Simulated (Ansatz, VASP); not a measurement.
# ScGa3 in two plane-wave programs, part 2 of 2

Aim: how closely do two programs agree when they are given the same cell, functional and k mesh? The cell is taken from a series of runs on this material, whose earlier steps may have relaxed, scaled, displaced or heated it; both programs get it as it stands.

VASP 6.6.1 and Ansatz 0.2.0.

So far: Starting point; Ansatz: zone-centre phonons, PBEsol.

## Step 3: VASP: zone-centre phonons, PBEsol

Level of this step: PBEsol; plane waves and PAW (Sc_sv, Ga_d) (VASP).

The same cell, functional, mesh and smearing now go to VASP, with its own data sets.

Lines of VASP's logs that name or quote its potential files are left out, and so is its time.

INCAR reads:

```
SYSTEM = ScGa3
PREC = Accurate
ENCUT = 500
EDIFF = 1E-08
NELM = 120
ISMEAR = 1
SIGMA = 0.2
LREAL = .FALSE.
ALGO = Normal
GGA = PS
NBANDS = 31
LASPH = .TRUE.
LORBIT = 11
LWAVE = .FALSE.
LCHARG = .FALSE.
ISIF = 2
IBRION = 8
GGA_COMPAT = .FALSE.
KPAR = 2
```

POSCAR reads:

```
ScGa3
1.0
    4.0950000000      0.0000000000      0.0000000000
    0.0000000000      4.0950000000      0.0000000000
    0.0000000000      0.0000000000      4.0950000000
Sc Ga
1 3
Direct
    0.0000000000      0.0000000000      0.0000000000
    0.0000000000      0.5000000000      0.5000000000
    0.5000000000      0.0000000000      0.5000000000
    0.5000000000      0.5000000000      0.0000000000
```

KPOINTS reads:

```
Automatic mesh
0
Gamma
12 12 12
0 0 0
```

PAW data sets: Sc_sv and Ga_d (PBE family, release 64).

Run with:

```console
mpirun -np 2 vasp_std
```

Numbers of over 12 decimals in the logs are rounded to 6 here.

Log:

```text
[banner, memory and clock lines left out]
running    2 mpi-ranks, on    1 nodes
 distrk:  each k-point on    1 cores,    2 groups
 distr:  one band on    1 cores,    1 groups

 POSCAR found type information on POSCAR ScGa
 POSCAR found :  2 types and       4 ions
|                                                                             |
|               ----> ADVICE to this user running VASP <----                  |
|                                                                             |
|     You enforced a specific xc type in the INCAR file but a different       |
|     [... a line on the potential file left out ...]
|     I HOPE YOU KNOW WHAT YOU ARE DOING!                                     |
|                                                                             |

 LDA part: xc-table for (Slater+PW92), standard interpolation
 POSCAR, INCAR and KPOINTS ok, starting setup
 FFT: planning ... GRIDC
 FFT: planning ... GRID_SOFT
 FFT: planning ... GRID
 WAVECAR not read
 entering main loop
       N       E                     dE             d eps       ncg     rms          rms(c)
DAV:   1     0.406466424394E+03    0.40647E+03   -0.23065E+04  5271   0.277E+03
DAV:   2     0.256073055743E+02   -0.38086E+03   -0.37345E+03  5216   0.618E+02
DAV:   3    -0.184683962389E+02   -0.44076E+02   -0.43220E+02  6280   0.180E+02
DAV:   4    -0.200241397741E+02   -0.15557E+01   -0.14993E+01  6781   0.336E+01
DAV:   5    -0.200676387689E+02   -0.43499E-01   -0.43481E-01  6582   0.626E+00    0.842E+00
DAV:   6    -0.189423777884E+02    0.11253E+01   -0.39278E+00  7058   0.163E+01    0.267E+00
DAV:   7    -0.188712707621E+02    0.71107E-01   -0.18116E-01  6221   0.413E+00    0.153E+00
DAV:   8    -0.188459642991E+02    0.25306E-01   -0.56003E-02  6964   0.179E+00    0.218E-01
DAV:   9    -0.188452159788E+02    0.74832E-03   -0.82125E-03  6149   0.106E+00    0.610E-02
DAV:  10    -0.188451933317E+02    0.22647E-04   -0.72993E-04  7548   0.287E-01    0.479E-02
DAV:  11    -0.188451693729E+02    0.23959E-04   -0.20117E-04  7144   0.159E-01    0.651E-03
DAV:  12    -0.188451701783E+02   -0.80545E-06   -0.13159E-05  7408   0.356E-02    0.286E-03
DAV:  13    -0.188451700743E+02    0.10401E-06   -0.65144E-07  7066   0.614E-03    0.213E-03
DAV:  14    -0.188451700677E+02    0.66557E-08   -0.18544E-07  7220   0.445E-03    0.197E-04
DAV:  15    -0.188451700746E+02   -0.69012E-08   -0.44752E-09  3423   0.708E-04
   1 F= -.18845170E+02 E0= -.18845878E+02  d E =0.212299E-02
 Linear response reoptimize wavefunctions to high precision
DAV:   1    -0.188451700734E+02    0.12151E-08   -0.15119E-09  3465   0.429E-04
DAV:   2    -0.188451700734E+02   -0.72760E-10   -0.47742E-10  3066   0.292E-04
 Linear response DOF=           3
 Linear response progress:
  Degree of freedom:   1/  3
       N       E                     dE             d eps       ncg     rms          rms(c)
RMM:   1    -0.768261858687E+00   -0.76826E+00   -0.66667E+01 12959   0.886E+01
RMM:   2    -0.761767568345E+00    0.64943E-02   -0.16301E-01 19443   0.242E+00    0.143E-01
RMM:   3    -0.763032458697E+00   -0.12649E-02   -0.30868E-02 22333   0.788E-01    0.427E-02
RMM:   4    -0.761942429704E+00    0.10900E-02   -0.18623E-03 22751   0.234E-01    0.303E-02
RMM:   5    -0.761889228603E+00    0.53201E-04   -0.25968E-04 24752   0.815E-02    0.109E-02
RMM:   6    -0.761963300647E+00   -0.74072E-04   -0.26986E-05 23101   0.283E-02    0.729E-03
RMM:   7    -0.762052260822E+00   -0.88960E-04   -0.80567E-06 24536   0.111E-02    0.386E-04
RMM:   8    -0.762049490549E+00    0.27703E-05   -0.20161E-06 24022   0.401E-03    0.600E-04
RMM:   9    -0.762061992336E+00   -0.12502E-04   -0.91620E-07 23559   0.191E-03    0.114E-04
RMM:  10    -0.762063554820E+00   -0.15625E-05   -0.31345E-07 24462   0.845E-04    0.768E-05
RMM:  11    -0.762065431524E+00   -0.18767E-05   -0.18125E-07 23348   0.440E-04    0.197E-05
RMM:  12    -0.762065984446E+00   -0.55292E-06   -0.78213E-08 24611   0.259E-04    0.291E-06
RMM:  13    -0.762065854271E+00    0.13017E-06   -0.42020E-08 24433   0.171E-04    0.460E-06
RMM:  14    -0.762065869950E+00   -0.15679E-07   -0.22167E-08 23549   0.128E-04    0.368E-06
RMM:  15    -0.762065953506E+00   -0.83556E-07   -0.13658E-08 21418   0.104E-04    0.921E-07
RMM:  16    -0.762065969893E+00   -0.16386E-07   -0.83973E-09 18666   0.874E-05    0.791E-07
RMM:  17    -0.762065988704E+00   -0.18811E-07   -0.56547E-09 17878   0.784E-05    0.383E-07
RMM:  18    -0.762065990295E+00   -0.15914E-08   -0.46323E-09 16420   0.716E-05    0.143E-07
 first order change of Fermi-energy   0.55263E-03
 force on displaced ion       1 direction 1 :  -6.952  -0.000   0.000
 Linear response progress:
  Degree of freedom:   2/  3
       N       E                     dE             d eps       ncg     rms          rms(c)
RMM:   1    -0.165682179765E+00   -0.16568E+00    0.13210E-01 15755   0.537E+00
RMM:   2    -0.165646417913E+00    0.35762E-04   -0.34566E-02 21652   0.110E+00    0.281E-02
RMM:   3    -0.165782526270E+00   -0.13611E-03   -0.56479E-03 24155   0.418E-01    0.197E-02
RMM:   4    -0.165819295092E+00   -0.36769E-04   -0.65942E-04 22693   0.106E-01    0.132E-02
RMM:   5    -0.165843773012E+00   -0.24478E-04   -0.10785E-04 23273   0.439E-02    0.298E-03
RMM:   6    -0.165836362596E+00    0.74104E-05   -0.16219E-05 23484   0.155E-02    0.144E-03
RMM:   7    -0.165818758160E+00    0.17604E-04   -0.43867E-06 22877   0.772E-03    0.231E-04
RMM:   8    -0.165820645516E+00   -0.18874E-05   -0.11933E-06 23619   0.310E-03    0.125E-04
RMM:   9    -0.165822205076E+00   -0.15596E-05   -0.42383E-07 23535   0.153E-03    0.627E-05
RMM:  10    -0.165821127905E+00    0.10772E-05   -0.14077E-07 23225   0.772E-04    0.247E-05
RMM:  11    -0.165821023175E+00    0.10473E-06   -0.61872E-08 24451   0.416E-04    0.184E-05
RMM:  12    -0.165821090008E+00   -0.66832E-07   -0.26832E-08 24016   0.259E-04    0.122E-05
RMM:  13    -0.165821143153E+00   -0.53146E-07   -0.15788E-08 23696   0.184E-04    0.880E-06
RMM:  14    -0.165821221481E+00   -0.78328E-07   -0.11370E-08 23605   0.157E-04    0.233E-06
RMM:  15    -0.165821233819E+00   -0.12337E-07   -0.93922E-09 25582   0.130E-04    0.110E-06
RMM:  16    -0.165821225633E+00    0.81854E-08   -0.87549E-09 26404   0.116E-04    0.940E-07
 first order change of Fermi-energy  -0.59602E-04
 force on displaced ion       2 direction 1 :  -3.177   0.000   0.000
 Linear response progress:
  Degree of freedom:   3/  3
       N       E                     dE             d eps       ncg     rms          rms(c)
RMM:   1    -0.167348005528E+00   -0.16735E+00    0.51065E-02 27741   0.600E+00
RMM:   2    -0.166589374993E+00    0.75863E-03   -0.40802E-02 37948   0.118E+00    0.321E-02
RMM:   3    -0.166581273707E+00    0.81013E-05   -0.50633E-03 42035   0.419E-01    0.248E-02
RMM:   4    -0.166621605683E+00   -0.40332E-04   -0.75100E-04 38900   0.122E-01    0.105E-02
RMM:   5    -0.166633877373E+00   -0.12272E-04   -0.12490E-04 41377   0.500E-02    0.313E-03
RMM:   6    -0.166629421287E+00    0.44561E-05   -0.27281E-05 40628   0.184E-02    0.801E-04
RMM:   7    -0.166626113973E+00    0.33073E-05   -0.11038E-05 41890   0.752E-03    0.346E-04
RMM:   8    -0.166622536239E+00    0.35777E-05   -0.36590E-06 41697   0.331E-03    0.861E-05
RMM:   9    -0.166621456707E+00    0.10795E-05   -0.21253E-06 43005   0.158E-03    0.272E-05
RMM:  10    -0.166621176708E+00    0.28000E-06   -0.58940E-07 42701   0.795E-04    0.189E-05
RMM:  11    -0.166620960705E+00    0.21600E-06   -0.30384E-07 41892   0.456E-04    0.622E-06
RMM:  12    -0.166620950922E+00    0.97829E-08   -0.11001E-07 41119   0.291E-04    0.276E-06
RMM:  13    -0.166620915048E+00    0.35875E-07   -0.99920E-08 44536   0.208E-04    0.152E-06
RMM:  14    -0.166620879034E+00    0.36014E-07   -0.44596E-08 49115   0.165E-04    0.643E-07
RMM:  15    -0.166620891411E+00   -0.12377E-07   -0.23779E-08 48132   0.142E-04    0.548E-07
RMM:  16    -0.166620880354E+00    0.11057E-07   -0.14199E-08 46619   0.130E-04    0.264E-07
RMM:  17    -0.166620886583E+00   -0.62287E-08   -0.16732E-08 44118   0.122E-04    0.156E-07
 first order change of Fermi-energy   0.10062E-04
 force on displaced ion       2 direction 2 :   0.000  -4.756   0.000
 Linear response finished
```

From OUTCAR (step 3):

```text
ion  position               nearest neighbor table
   1  0.000  0.000  0.000-   2 2.90   3 2.90   4 2.90   2 2.90   3 2.90   2 2.90   4 2.90   2 2.90
                             3 2.90   4 2.90   3 2.90   4 2.90
   2  0.000  0.500  0.500-   1 2.90   3 2.90   4 2.90   1 2.90   4 2.90   1 2.90   3 2.90   1 2.90
                             3 2.90   4 2.90   4 2.90   3 2.90
   3  0.500  0.000  0.500-   1 2.90   2 2.90   4 2.90   1 2.90   4 2.90   2 2.90   4 2.90   4 2.90
                             1 2.90   2 2.90   1 2.90   2 2.90
   4  0.500  0.500  0.000-   1 2.90   2 2.90   3 2.90   2 2.90   3 2.90   1 2.90   3 2.90   3 2.90
                             1 2.90   2 2.90   2 2.90   1 2.90

  LATTYP: Found a simple cubic cell.
 ALAT       =     4.0950000000

 Subroutine GETGRP returns: Found 48 space group operations
 (whereof 48 operations were pure point group operations)

The static configuration has the point symmetry O_h .

 Found     84 irreducible k-points:

   k-points           NKPTS =     84   k-points in BZ     NKDIM =     84   number of bands    NBANDS=     31

   dimension x,y,z NGX =    30 NGY =   30 NGZ =   30
   dimension x,y,z NGXF=    60 NGYF=   60 NGZF=   60

   ENCUT  =  500.0 eV  36.75 Ry    6.06 a.u.   7.47  7.47  7.47*2*pi/ulx,y,z

   NELECT =      50.0000    total number of electrons

 k-points in reciprocal lattice and weights: Automatic mesh
   0.00000000  0.00000000  0.00000000       0.001
   0.08333333  0.00000000  0.00000000       0.003
   0.16666667  0.00000000  0.00000000       0.003
   0.25000000  0.00000000  0.00000000       0.003
   0.33333333  0.00000000  0.00000000       0.003
   0.41666667  0.00000000  0.00000000       0.003
   0.50000000  0.00000000  0.00000000       0.002
   0.08333333  0.08333333  0.00000000       0.007
   0.16666667  0.08333333  0.00000000       0.014
[...]
0.50000000  0.50000000  0.41666667       0.003
   0.50000000  0.50000000  0.50000000       0.001

 average (electrostatic) potential at core
       1 -44.2723       2 -63.8335       3 -63.8335       4 -63.8335

  Total       -1.1362957     -1.1362957     -1.1362957     -0.0000000     -0.0000000     -0.0000000
  in kB      -26.5118607    -26.5118607    -26.5118607     -0.0000000     -0.0000000     -0.0000000
  external PRESSURE =     -26.5118607 kB  Pullay stress =       0.0000000 kB

  energy-cutoff  :      500.00
  volume of cell :       68.67
      direct lattice vectors                 reciprocal lattice vectors
     4.095000000  0.000000000  0.000000000     0.244200244  0.000000000  0.000000000
     0.000000000  4.095000000  0.000000000     0.000000000  0.244200244  0.000000000
     0.000000000  0.000000000  4.095000000     0.000000000  0.000000000  0.244200244

 POSITION                                       TOTAL-FORCE (eV/Angst)
 -----------------------------------------------------------------------------------
      0.00000      0.00000      0.00000         0.000000      0.000000      0.000000
      0.00000      2.04750      2.04750         0.000000      0.000000      0.000000
      2.04750      0.00000      2.04750         0.000000      0.000000      0.000000
      2.04750      2.04750      0.00000         0.000000      0.000000      0.000000
 -----------------------------------------------------------------------------------
    total drift:                                0.000000      0.000000     -0.000000

 Eigenvectors and eigenvalues of the dynamical matrix
 ----------------------------------------------------

   1 f  =    7.257120 THz    45.597833 2PiTHz  242.071482 cm-1    30.013025 meV
             X         Y         Z           dx          dy          dz
      0.000000  0.000000  0.000000    -0.670957   -0.477338   -0.012395
      0.000000  2.047500  2.047500    -0.097439    0.227282    0.005902
      2.047500  0.000000  2.047500     0.319472   -0.069321    0.005902
      2.047500  2.047500  0.000000     0.319472    0.227282   -0.001800

   2 f  =    7.257120 THz    45.597833 2PiTHz  242.071482 cm-1    30.013025 meV
             X         Y         Z           dx          dy          dz
      0.000000  0.000000  0.000000     0.423035   -0.584312   -0.397252
      0.000000  2.047500  2.047500     0.061435    0.278217    0.189149
      2.047500  0.000000  2.047500    -0.201426   -0.084856    0.189149
      2.047500  2.047500  0.000000    -0.201426    0.278217   -0.057690

   3 f  =    7.257120 THz    45.597833 2PiTHz  242.071482 cm-1    30.013025 meV
             X         Y         Z           dx          dy          dz
      0.000000  0.000000  0.000000    -0.221465    0.330025   -0.721266
      0.000000  2.047500  2.047500    -0.032162   -0.157139    0.343427
      2.047500  0.000000  2.047500     0.105449    0.047927    0.343427
      2.047500  2.047500  0.000000     0.105449   -0.157139   -0.104745

   4 f  =    3.880684 THz    24.383056 2PiTHz  129.445680 cm-1    16.049212 meV
             X         Y         Z           dx          dy          dz
      0.000000  0.000000  0.000000    -0.000000    0.000000   -0.000000
      0.000000  2.047500  2.047500     0.000000   -0.109406   -0.590958
      2.047500  0.000000  2.047500     0.372557   -0.000000    0.590958
      2.047500  2.047500  0.000000    -0.372557    0.109406    0.000000

   5 f  =    3.880684 THz    24.383056 2PiTHz  129.445680 cm-1    16.049212 meV
             X         Y         Z           dx          dy          dz
      0.000000  0.000000  0.000000    -0.000000   -0.000000    0.000000
      0.000000  2.047500  2.047500     0.000000   -0.228954   -0.325938
      2.047500  0.000000  2.047500    -0.584247    0.000000    0.325938
      2.047500  2.047500  0.000000     0.584247    0.228954   -0.000000

   6 f  =    3.880684 THz    24.383056 2PiTHz  129.445680 cm-1    16.049212 meV
             X         Y         Z           dx          dy          dz
      0.000000  0.000000  0.000000    -0.000000    0.000000   -0.000000
      0.000000  2.047500  2.047500     0.000000    0.660008   -0.211027
      2.047500  0.000000  2.047500    -0.140916   -0.000000    0.211027
      2.047500  2.047500  0.000000     0.140916   -0.660008    0.000000

   7 f  =    3.814861 THz    23.969476 2PiTHz  127.250050 cm-1    15.776988 meV
             X         Y         Z           dx          dy          dz
      0.000000  0.000000  0.000000     0.346638   -0.018532    0.149359
      0.000000  2.047500  2.047500    -0.774822   -0.013144    0.105930
      2.047500  0.000000  2.047500     0.245845    0.041424    0.105930
      2.047500  2.047500  0.000000     0.245845   -0.013144   -0.333855

   8 f  =    3.814861 THz    23.969476 2PiTHz  127.250050 cm-1    15.776988 meV
             X         Y         Z           dx          dy          dz
      0.000000  0.000000  0.000000    -0.148911    0.012202    0.347111
      0.000000  2.047500  2.047500     0.332852    0.008654    0.246180
      2.047500  0.000000  2.047500    -0.105611   -0.027275    0.246180
      2.047500  2.047500  0.000000    -0.105611    0.008654   -0.775879

   9 f  =    3.814861 THz    23.969476 2PiTHz  127.250050 cm-1    15.776988 meV
             X         Y         Z           dx          dy          dz
      0.000000  0.000000  0.000000    -0.021845   -0.377249    0.003890
      0.000000  2.047500  2.047500     0.048829   -0.267555    0.002759
      2.047500  0.000000  2.047500    -0.015493    0.843246    0.002759
      2.047500  2.047500  0.000000    -0.015493   -0.267555   -0.008695

  10 f/i=    0.016498 THz     0.103662 2PiTHz    0.550322 cm-1     0.068231 meV
             X         Y         Z           dx          dy          dz
      0.000000  0.000000  0.000000    -0.415455    0.027737   -0.075036
      0.000000  2.047500  2.047500    -0.512292    0.034343   -0.092905
      2.047500  0.000000  2.047500    -0.514394    0.034202   -0.092905
      2.047500  2.047500  0.000000    -0.514394    0.034343   -0.092526

  11 f/i=    0.016498 THz     0.103662 2PiTHz    0.550322 cm-1     0.068231 meV
             X         Y         Z           dx          dy          dz
      0.000000  0.000000  0.000000    -0.010347   -0.412140   -0.095059
      0.000000  2.047500  2.047500    -0.012759   -0.510289   -0.117697
      2.047500  0.000000  2.047500    -0.012811   -0.508204   -0.117697
      2.047500  2.047500  0.000000    -0.012811   -0.510289   -0.117216

  12 f/i=    0.016498 THz     0.103662 2PiTHz    0.550322 cm-1     0.068231 meV
             X         Y         Z           dx          dy          dz
      0.000000  0.000000  0.000000     0.079326    0.091509   -0.405384
      0.000000  2.047500  2.047500     0.097816    0.113302   -0.501924
      2.047500  0.000000  2.047500     0.098218    0.112839   -0.501924
      2.047500  2.047500  0.000000     0.098218    0.113302   -0.499873

 ELASTIC MODULI CONTR FROM IONIC RELAXATION (kBar)
 Direction    XX          YY          ZZ          XY          YZ          ZX
 --------------------------------------------------------------------------------
 XX           0.0000      0.0000      0.0000      0.0000      0.0000      0.0000
 YY           0.0000      0.0000      0.0000      0.0000      0.0000      0.0000
 ZZ           0.0000      0.0000      0.0000      0.0000      0.0000      0.0000
 XY           0.0000      0.0000      0.0000      0.0000      0.0000      0.0000
 YZ           0.0000      0.0000      0.0000      0.0000      0.0000      0.0000
 ZX           0.0000      0.0000      0.0000      0.0000      0.0000      0.0000
 --------------------------------------------------------------------------------
```

## Step 4: Differences

Known differences besides the potentials themselves: VASP's run holds the zone centre alone; the cutoff is 420 eV in Ansatz and 500 eV in VASP; Ansatz makes its cores anew for this functional, VASP keeps those of its PBE data sets. Total energies have different zeros and are not compared.

The two programs side by side:

```tsv
quantity	Ansatz	VASP	difference
optical mode 1 to 3 (cm⁻¹)	126.0	127.3	-0.98 %
optical mode 4 to 6 (cm⁻¹)	127.8	129.4	-1.26 %
optical mode 7 to 9 (cm⁻¹)	241.4	242.1	-0.27 %
```

Modes are paired by rising frequency, not by their patterns, so a pair may set unlike modes beside each other; they are those without the splitting of longitudinal modes.

## Step 5: Summary of results

```json
{
  "r.m.s. difference of the optical zone-centre modes, each program's sorted by frequency (zone-centre phonons, PBEsol)": "1.2 cm⁻¹",
  "difference in optical mode 4 to 6 (zone-centre phonons, PBEsol)": "-1.3 %"
}
```

What this shows: The r.m.s. difference of the optical zone-centre modes, each program's sorted by frequency is 1.2 cm⁻¹ (zone-centre phonons, PBEsol). Among the rows given in per cent, the largest difference of the zone-centre phonons, PBEsol pair is in optical mode 4 to 6, -1.3 %. How closely two codes agree says nothing of how well the functional describes the real material.

[Lines on the potential files, build, host, timing and source positions are cut from VASP's logs without a mark.]

[Logs are printed without paths, hosts, clocks, repeated set-up lines and the standing remarks that a program may print on its own settings, such as how far it seeks lower states.]

[Hosts, paths, dates, database ids (printed as entryN), source tags and the programs' standing remarks are cut or masked in the printed files.]
